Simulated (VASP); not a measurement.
Given:

```
NaTc2
1.0
    0.00000     3.84031     3.84031
    3.84031     0.00000     3.84031
    3.84031     3.84031     0.00000
Tc Na
4 2
Direct
  0.12500   0.12500   0.12500
  0.62500   0.12500   0.12500
  0.12500   0.62500   0.12500
  0.12500   0.12500   0.62500
  0.75000   0.75000   0.75000
  0.50000   0.50000   0.50000
```

Method: PBE GGA, VASP's PBE PAW potentials (set 64) (plane waves; VASP). Numerical set-up: 300 eV cut-off, 5×5×5 Γ-centred mesh, Fermi-Dirac smearing of 0.10 eV, potentials Tc_pv Na_pv.

Question: Give the energies of bands 25 to 38 at the high-symmetry points, in eV from the Fermi level.

Answer: 
```csv
band,Γ,X,U,L,W
25,-2.60,-2.15,-2.10,-1.79,-2.11
26,-2.45,-2.15,-1.92,-1.79,-2.11
27,-2.45,-1.18,-1.86,-1.49,-1.67
28,-2.45,-1.18,-1.80,-1.22,-1.67
29,0.82,-1.00,-1.48,-1.22,-1.23
30,0.82,-1.00,-1.17,-1.16,-1.23
31,0.82,-0.91,-0.94,-0.99,-1.03
32,0.95,-0.91,-0.86,-0.99,-1.03
33,0.95,-0.75,-0.27,-0.51,-0.38
34,0.95,-0.75,-0.01,-0.51,-0.38
35,1.05,-0.43,0.00,0.74,0.13
36,1.05,-0.43,0.03,0.86,0.13
37,2.71,0.87,0.66,0.86,0.62
38,2.71,0.87,0.77,1.09,0.62
```

It has no gap at this level: it comes out as a metal or semimetal.

The structure was generated: NaTc2 was put into an ordered model structure, which need not be its known phase. The cell was not relaxed at this level.
